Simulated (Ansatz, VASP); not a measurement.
**Cross-check of Ti (Titanium) between VASP and Ansatz**

Wanted: the spread between two codes on one cell, functional and k mesh. Of the first pair: The structure shown is the end of the Ansatz relaxation below.

Main program and level: Ansatz 0.2.0; plane waves, with VASP 6.6.1 beside it; single point at LDA and zone-centre phonons at LDA.

### 1. Set-up

Symmetry: P6_3/mmc, No. 194, hexagonal system. The conventional cell has a = 2.836 Å, b = 2.836 Å, c = 4.670 Å, α = 90.00°, β = 90.00°, γ = 120.00°. Nearest to Ti lie 12 Ti at 2.84 to 2.85 Å.

### 2. Ansatz: relaxation, LDA

Ansatz runs on its PAW soft_1 files.

This run makes the geometry at which the two programs are then compared.

Contents of input.yaml:

```yaml
crystal:
  lattice:
    - [2.845357075, 0.0, 0.0]
    - [-1.4226785375, 2.4641515098, 0.0]
    - [0.0, 0.0, 4.6700137949]
  atoms:
    - { symbol: Ti, position: [0.3333336331, 0.6666663669, 0.25] }
    - { symbol: Ti, position: [0.6666663669, 0.3333336331, 0.75] }
kpoints:
  mp_grid: { grid: [18, 18, 12] }
hamiltonian:
  xc: lda
  pseudopotentials: { kind: paw, azcp: { folder: soft_1 }, xc_functional: pbe }
scf:
  occupations: { method: methfessel_paxton, width: 0.2 }
output:
  forces: true
  stress: true
  eigenvalues: true
relax:
  adjacent_minimum: "off"
  f_tol: 0.001
  max_steps: 60
  cell: { stress_tol: 0.01, fix: [c, angles] }
```

The run is started by

```bash
ansatz run input.yaml --threads 4 --pin off --max-ram 10240MiB --backend cpu --events-out ev --progress --plain --runs-dir out
```

Numbers of over 12 decimals in the logs are rounded to 6 here.

Log:

```text
Warning: the atoms were moved onto the symmetric positions of the space group found under crystal.symmetry.tolerance 1.0e-5 (fractional; no operation is sought that the atoms, as they stand in a round, miss by more than twice it, and no atom is moved by as much as it), and the run uses the moved positions. Before a round's move an operation carried an atom to 2.56e-6 Å from where it should land, the largest such dist [...]
Warning: crystal.symmetry: narrowed to the stabiliser of the fixed cell quantities (relax.cell.fix) — unitary ops 24 → 8. The narrowing is safe, since a smaller group never makes results wrong: the run goes on under it, on as many k-points as the starting group would need, or more. Excluded: 16 operations that would move a fixed cell quantity at a test strain (relax.cell.fix fixes c, alpha, beta, gamma). The cell can leave their symmetry as it relaxes.
Engine: ansatz 0.2.0, x86_64-unknown-linux-gnu
Pseudopotentials: kind: paw
Pseudopotential: Ti, paw, valence charge 12, recommended cutoff 420 eV (normal), soft_1/Ti.paw.azcp
Functional definition: SPW92
  exchange = slater_x
  correlation = pw_c
Crystal: 2 atoms, lattice volume = 32.743 Å³
Basis set: ecut = 420 eV, 627 PW (Γ)
Bands: 16, of which v1, the nominal top of the filled ones, is band 12 counted from 1 (11 counted from 0)
Symmetry: 8 space group operations
k-points: 637 of 3888
Non-local potential: Ti, projectors of the file, l = 0: 3, l = 1: 2, l = 2: 3, l = 3: 1
PAW form: soft (Blöchl's): semilocal exchange-correlation on the pseudo side does not see the compensation charge
PAW frozen core: Ti, regenerated for the run's functional, and the local potential with it (the file was generated under x = pbe(κ = 0.804, μ = 0.219515), c = pbe(β = 0.066725))
PAW one-centre angular grid: Ti, 590 points (default); XC on 64 Gauss nodes
Initial density: superposition of atomic densities (chi_scale 0.1, normalization cell)
Initial wavefunctions: pseudopotential atomic-orbital guess
Functional: x = slater, c = lda
SCF iter   1: F=—  HF=-4901.015128 eV  |F-HF|=—  |Δ(HF+E_count)|=         —  Δρ=6.10e-2  dr2=1.21e0  ethr=3.10e-3  ⟨swp⟩=2.9  Hψ=37592  notcnv=0
preconditioner: auto → none  [metal: Δε(μ)=0.003 eV  Ē_g=3.234 eV  σ=0.200 eV  W_gap=0.01  n_scr=8 (ndim 8)  ℏωp=18.4 eV  f_vac=0.000  D(μ)=1.61/eV (n_scr^D=22)  sad-step TF]
SCF iter   2: F=—  HF=-4900.704270 eV  |F-HF|=—  |Δ(HF+E_count)|=   3.11e-1  S|Δr|=    0.00e0  Δρ=3.03e-2  dr2=3.16e-1  ethr=3.10e-3  ⟨swp⟩=2.5  Hψ=20220  notcnv=0
SCF iter   3: F=—  HF=-4900.601691 eV  |F-HF|=—  |Δ(HF+E_count)|=   1.03e-1  S|Δr|=    0.00e0  Δρ=1.64e-3  dr2=4.15e-4  ethr=1.32e-3  ⟨swp⟩=2.3  Hψ=16601  notcnv=0
SCF iter   4: F=—  HF=-4900.602247 eV  |F-HF|=—  |Δ(HF+E_count)|=   5.56e-4  S|Δr|=    0.00e0  Δρ=2.07e-4  dr2=9.42e-6  ethr=1.73e-6  ⟨swp⟩=2.3  Hψ=18147  notcnv=0
SCF iter   5: F=—  HF=-4900.602261 eV  |F-HF|=—  |Δ(HF+E_count)|=   1.32e-5  S|Δr|=    0.00e0  Δρ=5.33e-5  dr2=5.63e-7  ethr=3.93e-8  ⟨swp⟩=2.0  Hψ=12745  notcnv=0
SCF iter   6: F=-4900.602261 eV  HF=-4900.602261 eV  |F-HF|=1.43e-8  |Δ(HF+E_count)|=   1.96e-7  S|Δr|=    0.00e0  Δρ=9.74e-6  dr2=1.86e-8  ethr=4.17e-10  ⟨swp⟩=5.1  Hψ=42579  notcnv=0
SCF 1 converged in 6 iterations: F = -4900.602261 eV  dr2 = 1.86e-8
  greatest PAW one-centre occupation: 0.998 electrons in one spin orbital (limit 2), on the Ti atom at site 1 (counted from 0), in its partial waves of l = 0
relax step   1: F+E_penalty+E_count = -4900.60226052 eV  Δ(F+E_penalty+E_count) = +0.000e0 eV  max|allowed force component| = 6.397e-7 eV/Å  Δτ_max = 0.0000 Å  P = -2.165 GPa  Ω = 32.743 Å³  fix = [c, alpha, beta, gamma]  reactions: c -4.740 GPa; gamma -0.000 GPa/rad  (6 SCF iters, dr2 threshold 1.00e-7 eV, accepted)
[...]
relax step   2: F+E_penalty+E_count = -4900.60273508 eV  Δ(F+E_penalty+E_count) = -4.746e-4 eV  max|allowed force component| = 4.854e-7 eV/Å  Δτ_max = 0.0000 Å  P = -0.998 GPa  Ω = 32.427 Å³  energy of the carried Pulay correction = +4.981e-5 eV  fix = [c, alpha, beta, gamma]  reactions: c -3.902 GPa; gamma -0.000 GPa/rad  (4 SCF iters, dr2 threshold 2.00e-7 eV, accepted)
[...]
relax step   3: F+E_penalty+E_count = -4900.60286918 eV  Δ(F+E_penalty+E_count) = -1.341e-4 eV  max|allowed force component| = 2.887e-7 eV/Å  Δτ_max = 0.0000 Å  P = -1.401 GPa  Ω = 32.534 Å³  energy of the carried Pulay correction = +3.283e-5 eV  fix = [c, alpha, beta, gamma]  reactions: c -4.193 GPa; gamma -0.000 GPa/rad  (3 SCF iters, dr2 threshold 2.00e-7 eV, accepted)
[...]
relax step   4: F+E_penalty+E_count = -4900.60283754 eV  Δ(F+E_penalty+E_count) = +3.163e-5 eV  max|allowed force component| = 2.863e-7 eV/Å  Δτ_max = 0.0000 Å  P = -1.399 GPa  Ω = 32.534 Å³  fix = [c, alpha, beta, gamma]  reactions: c -4.192 GPa; gamma -0.000 GPa/rad  stress off target by 2.85e-3 GPa on what of the cell is left free  SCF on the basis re-selected at this cell (its energy is not comparable with the rows above)  (5 SCF iters)
basis re-selected at this cell: Δ(F+E_penalty+E_count) = +3.163e-5 eV, ΔP = +0.002 GPa vs the last step (what re-selecting the basis moved, of the pressure what is left beyond the Pulay correction that the steps carried, after the strain that the cell walked since its last selection, with what the two solves' SCF thresholds leave and, on support functions, any second-order correction that the steps lacked; it is no m [...]
SCF converged after 5 iterations
Stability not checked: this state was not tested for a lower state beside it, because cold or Methfessel-Paxton smearing, or corrected tetrahedra, fill the levels in a way that the test cannot read (fill_not_monotonic; see scf.lower_state_search)
Free energy (F): -4900.602838 eV
Harris-Foulkes:  -4900.602838 eV  (|F-HF|=0.00e0)
Internal energy: -4900.606698 eV  (E = F + TS)
E sigma→0 (E₀):  -4900.603803 eV
Entropy (-TS):   0.003861 eV (1.930 meV/atom)
Fermi energy:    14.019870 eV
--- Per-component energies (eV) ---
  E_band       = -292.139036
  E_kinetic    = 565.230028
  E_local      = -1681.910278  (includes V_loc(G=0)·N_el)
  E_nonlocal   = 130.133654
  E_hartree    = 668.193253
  E_xc         = -231.029326
  E_vxc        = -291.091144  (∫ρ·V_xc dr)
  E_paw        = -1988.336231  (= ΣΔE_a)
  E_vpaw       = -350.887651  (= ΣTr[D̂ρ^β])
  E_aug_tail   = -0.000152  (compensation charges beyond the density's cutoff)
  E_ewald      = -2363.539548
  E_core_change = 0.651901  (= ΣΔE_core)
  E_smearing   = 0.003861  (= −TS)
  E_closure    = -0.000000  (closes the sum)
  Σ components = -4900.602838   (vs F -4900.602838, Δ=0.00e0)
--- Forces (eV/Å), atoms counted from 1 ---
  atom   1  Ti     0.00000029    -0.00000017     0.00000000
  atom   2  Ti    -0.00000029     0.00000017     0.00000000
  max |Σ_I F_I| component: 0.00e0 eV/Å
--- Stress (GPa, compression-positive) ---
       -0.002855       0.000003       0.000000
        0.000003      -0.002851       0.000000
        0.000000       0.000000      -4.191922
  P = ⅓ Tr σ = -1.3992 GPa (-13.992 kbar)
--- Band table (eV; the first three rows and the last of 637) ---
  k-point 0: bands = [... 8 lower, 7.7794, 11.1704, 14.6804, 14.7127, 14.8541, 14.8541, 15.3337, 15.3337]
  k-point 1: bands = [... 8 lower, 7.8387, 11.1446, 14.6103, 14.6490, 14.8331, 14.8331, 15.3057, 15.3057]
  k-point 2: bands = [... 8 lower, 8.0139, 11.0535, 14.3609, 14.5585, 14.7871, 14.7871, 15.2290, 15.2290]
  k-point 636: bands = [... 8 lower, 11.3025, 11.3025, 13.0284, 13.0284, 15.6395, 15.6395, 15.9648, 15.9648]
--- Relaxed structure (3 steps of the walk, 3 accepted, 1 SCFs on fresh bases) ---
  F+E_penalty+E_count = -4900.60283754 eV   max|allowed force component| = 2.863e-7 eV/Å   (the final SCF, on the basis selected at the relaxed cell)
  cell:  # Å, volume = 32.5345 Å³
    - [2.836269, -2.8734545027484616e-19, 0.0]
    - [-1.418135, 2.456281, 0.0]
    - [0.0, 0.0, 4.6700137949]
  atoms:
    - { symbol: Ti, position: [0.333333, 0.666667, 0.25] }
    - { symbol: Ti, position: [0.666667, 0.333333, 0.750000] }
```

### 3. VASP: single point, LDA, pair 1

The same cell, functional (in two slightly different forms), mesh and smearing now go to VASP, with its own data sets.

Lines of VASP's logs that name or quote its potential files are left out, and so is its time.

Contents of INCAR:

```
SYSTEM = Ti
PREC = Accurate
ENCUT = 500
EDIFF = 1E-06
NELM = 120
ISMEAR = 1
SIGMA = 0.2
LREAL = .FALSE.
ALGO = Normal
GGA = PW92
NBANDS = 18
LASPH = .TRUE.
LORBIT = 11
LWAVE = .FALSE.
LCHARG = .FALSE.
ISIF = 2
GGA_COMPAT = .FALSE.
KPAR = 2
```

Contents of POSCAR:

```
Ti
1.0
    2.8362694829      0.0000000000      0.0000000000
   -1.4181347415      2.4562814242      0.0000000000
    0.0000000000      0.0000000000      4.6700137949
Ti
2
Direct
    0.3333334195      0.6666667529      0.2500000000
    0.6666667529      0.3333334195      0.7500000000
```

Contents of KPOINTS:

```
Automatic mesh
0
Gamma
18 18 12
0 0 0
```

PAW data sets: Ti_sv (LDA family, release 64).

The run is started by

```bash
mpirun -np 2 vasp_std
```

Log:

```text
[banner, memory and clock lines left out]
running    2 mpi-ranks, on    1 nodes
 distrk:  each k-point on    1 cores,    2 groups
 distr:  one band on    1 cores,    1 groups

 POSCAR found type information on POSCAR Ti
 POSCAR found :  1 types and       2 ions
|                                                                             |
|               ----> ADVICE to this user running VASP <----                  |
|                                                                             |
|     You enforced a specific xc type in the INCAR file but a different       |
|     [... a line on the potential file left out ...]
|     I HOPE YOU KNOW WHAT YOU ARE DOING!                                     |
|                                                                             |

 LDA part: xc-table for (Slater(with rela. corr.)+PW92), standard interpolation
 POSCAR, INCAR and KPOINTS ok, starting setup
 FFT: planning ... GRIDC
 FFT: planning ... GRID_SOFT
 FFT: planning ... GRID
 WAVECAR not read
 entering main loop
       N       E                     dE             d eps       ncg     rms          rms(c)
DAV:   1     0.251998311296E+03    0.25200E+03   -0.12957E+04  9340   0.163E+03
DAV:   2     0.102865970492E+02   -0.24171E+03   -0.23856E+03  9498   0.450E+02
DAV:   3    -0.178144904918E+02   -0.28101E+02   -0.27756E+02 17418   0.126E+02
DAV:   4    -0.189317313244E+02   -0.11172E+01   -0.11154E+01 10630   0.262E+01
DAV:   5    -0.189839030837E+02   -0.52172E-01   -0.52162E-01 14382   0.408E+00    0.123E+01
DAV:   6    -0.170677902864E+02    0.19161E+01   -0.68834E+00 11034   0.274E+01    0.324E+00
DAV:   7    -0.170444680428E+02    0.23322E-01   -0.74924E-01 14212   0.637E+00    0.203E+00
DAV:   8    -0.170705473081E+02   -0.26079E-01   -0.22331E-01 10724   0.592E+00    0.728E-01
DAV:   9    -0.170617600943E+02    0.87872E-02   -0.48168E-02 10992   0.245E+00    0.808E-02
DAV:  10    -0.170622079656E+02   -0.44787E-03   -0.30350E-03 13586   0.368E-01    0.930E-02
DAV:  11    -0.170622296354E+02   -0.21670E-04   -0.20670E-04 11740   0.127E-01    0.399E-02
DAV:  12    -0.170622208267E+02    0.88087E-05   -0.37016E-05 11004   0.573E-02    0.528E-03
DAV:  13    -0.170622202783E+02    0.54833E-06   -0.28308E-06  8982   0.141E-02
   1 F= -.17062220E+02 E0= -.17063481E+02  d E =0.378288E-02
```

OUTCAR, selected parts (step 3):

```text
ion  position               nearest neighbor table
   1  0.333  0.667  0.250-   2 2.85   2 2.85   2 2.85   2 2.85   2 2.85   2 2.85
   2  0.667  0.333  0.750-   1 2.85   1 2.85   1 2.85   1 2.85   1 2.85   1 2.85

  LATTYP: Found a hexagonal cell.
 ALAT       =     2.8362694829
 C/A-ratio  =     1.6465338795

 Subroutine GETGRP returns: Found 24 space group operations
 (whereof 12 operations were pure point group operations)

The static configuration has the point symmetry D_3d.
 The point group associated with its full space group is D_6h.

 Found    259 irreducible k-points:

   k-points           NKPTS =    259   k-points in BZ     NKDIM =    259   number of bands    NBANDS=     18

   dimension x,y,z NGX =    24 NGY =   24 NGZ =   36
   dimension x,y,z NGXF=    48 NGYF=   48 NGZF=   72

   ENCUT  =  500.0 eV  36.75 Ry    6.06 a.u.   5.17  5.17  8.51*2*pi/ulx,y,z

   NELECT =      24.0000    total number of electrons

 k-points in reciprocal lattice and weights: Automatic mesh
   0.00000000  0.00000000  0.00000000       0.000
   0.05555556  0.00000000  0.00000000       0.002
   0.11111111  0.00000000  0.00000000       0.002
   0.16666667 -0.00000000  0.00000000       0.002
   0.22222222  0.00000000  0.00000000       0.002
   0.27777778  0.00000000  0.00000000       0.002
   0.33333333  0.00000000  0.00000000       0.002
   0.38888889 -0.00000000  0.00000000       0.002
   0.44444444  0.00000000  0.00000000       0.002
[...]
0.33333333  0.27777778  0.50000000       0.003
   0.33333333  0.33333333  0.50000000       0.001

 average (electrostatic) potential at core
       1 -71.7149       2 -71.7149

 E-fermi :   8.7998

 k-point     1 :       0.0000    0.0000    0.0000
  band No.  band energies     occupation
    ...
      6     -23.4432      2.00000
      7     -23.3657      2.00000
      8     -23.3657      2.00000
      9       2.5384      2.00000
     10       5.9452      2.00000
     11       9.4537     -0.00004
     12       9.5172     -0.00000
     13       9.6289     -0.00000
     14       9.6289     -0.00000
     15      10.1062     -0.00000
    ...

 k-point     2 :       0.0556    0.0000    0.0000
  band No.  band energies     occupation
    ...
      6     -23.4459      2.00000
      7     -23.3867      2.00000
      8     -23.3686      2.00000
      9       2.6340      2.00000
     10       6.0257      2.00000
     11       9.3254     -0.00128
     12       9.3371     -0.00097
     13       9.6984     -0.00000
     14       9.7202     -0.00000
     15      10.0520     -0.00000
    ...

 k-point     3 :       0.1111    0.0000    0.0000
  band No.  band energies     occupation
    ...
      6     -23.4543      2.00000
      7     -23.4465      2.00000
      8     -23.3774      2.00000
      9       2.9145      2.00000
     10       6.2531      2.00000
     11       8.9156      0.17929
     12       9.0709     -0.06651
     13       9.8193     -0.00000
     14       9.9035     -0.00000
     15       9.9737     -0.00000
    ...

  Total       -0.0636434     -0.0636434     -0.9018351      0.0000000      0.0000000     -0.0000000
  in kB       -3.1341537     -3.1341537    -44.4113441      0.0000000      0.0000000     -0.0000000
  external PRESSURE =     -16.8932171 kB  Pullay stress =       0.0000000 kB

  energy-cutoff  :      500.00
  volume of cell :       32.53
      direct lattice vectors                 reciprocal lattice vectors
     2.836269483  0.000000000  0.000000000     0.352575806  0.203559737  0.000000000
    -1.418134742  2.456281424  0.000000000     0.000000000  0.407119473  0.000000000
     0.000000000  0.000000000  4.670013795     0.000000000  0.000000000  0.214132130

 POSITION                                       TOTAL-FORCE (eV/Angst)
 -----------------------------------------------------------------------------------
      0.00000      1.63752      1.16750         0.000000      0.000000      0.000000
      1.41813      0.81876      3.50251        -0.000000     -0.000000      0.000000
 -----------------------------------------------------------------------------------
    total drift:                               -0.000234     -0.000405      0.000001

  FREE ENERGIE OF THE ION-ELECTRON SYSTEM (eV)
  ---------------------------------------------------
  free  energy   TOTEN  =       -17.0622202783 eV

  energy  without entropy=      -17.0660031628  energy(sigma->0) =      -17.06348124

 total charge
# of ion       s       p       d       tot
------------------------------------------
    1        2.266   6.129   1.965  10.360
    2        2.266   6.129   1.965  10.360
--------------------------------------------------
tot          4.532  12.258   3.929  20.719

[... 3 further parts left out ...]
```

The run ends at a pressure of -1.69 GPa.

### 4. Side by side

Known differences besides the potentials themselves: the cutoff is 420 eV in Ansatz and 500 eV in VASP; VASP's log shows a relativistic correction to its local exchange, Ansatz's none; Ansatz's pressure holds a Pulay correction, VASP's none. Total energies have different zeros and are not compared.

Both answers:

```tsv
quantity	Ansatz	VASP	difference
pressure (GPa)	-1.40	-1.69	+0.29
```

### 5. Ansatz: relaxation, LDA

This run makes the geometry at which the two programs are then compared. The cell compared in this pair holds 32.64 Å³, against 32.53 Å³ for the pair before.

The structure compared here is the end of the Ansatz relaxation.

input.yaml, the sections that differ from step 2:

```yaml
crystal:
  lattice:
    - [2.8362694829, 0.0, 0.0]
    - [-1.4181347415, 2.4562814242, 0.0]
    - [0.0, 0.0, 4.7153537347]
  atoms:
    - { symbol: Ti, position: [0.3333333046, 0.6666666954, 0.25] }
    - { symbol: Ti, position: [0.6666666954, 0.3333333046, 0.75] }
# kpoints, hamiltonian, scf, output, relax: as in step 2
```

The run is started by

```bash
ansatz run input.yaml --threads 4 --pin off --max-ram 10240MiB --backend cpu --events-out ev --progress --plain --runs-dir out
```

Log:

```text
[...]
Crystal: 2 atoms, lattice volume = 32.850 Å³
Basis set: ecut = 420 eV, 651 PW (Γ)
Bands: 16, of which v1, the nominal top of the filled ones, is band 12 counted from 1 (11 counted from 0)
Symmetry: 8 space group operations
k-points: 637 of 3888
[...]
k-point 636: bands = [... 8 lower, 11.2582, 11.2582, 12.9508, 12.9508, 15.5937, 15.5937, 15.9436, 15.9436]
--- Relaxed structure (3 steps of the walk, 3 accepted, 1 SCFs on fresh bases) ---
[...]
cell:  # Å, volume = 32.6380 Å³
    - [2.827087, 2.877390843299943e-11, 0]
    - [-1.413543, 2.448329, 0]
    - [0, 0, 4.7153537347]
  atoms:
    - { symbol: Ti, position: [0.333334, 0.666666, 0.25] }
    - { symbol: Ti, position: [0.666666, 0.333334, 0.75] }
[key lines of the parts left out:]
SCF converged after 5 iterations
Free energy (F): -4900.593397 eV
Fermi energy:    13.961527 eV
P = ⅓ Tr σ = -1.8007 GPa (-18.007 kbar)
```

(Part 1 of 2 ends here.)

[Lines on the potential files, build, host, timing and source positions are cut from VASP's logs without a mark.]

[Logs are printed without paths, hosts, clocks, repeated set-up lines and the standing remarks that a program may print on its own settings, such as how far it seeks lower states.]

[Hosts, paths, dates, database ids (printed as entryN), source tags and the programs' standing remarks are cut or masked in the printed files.]
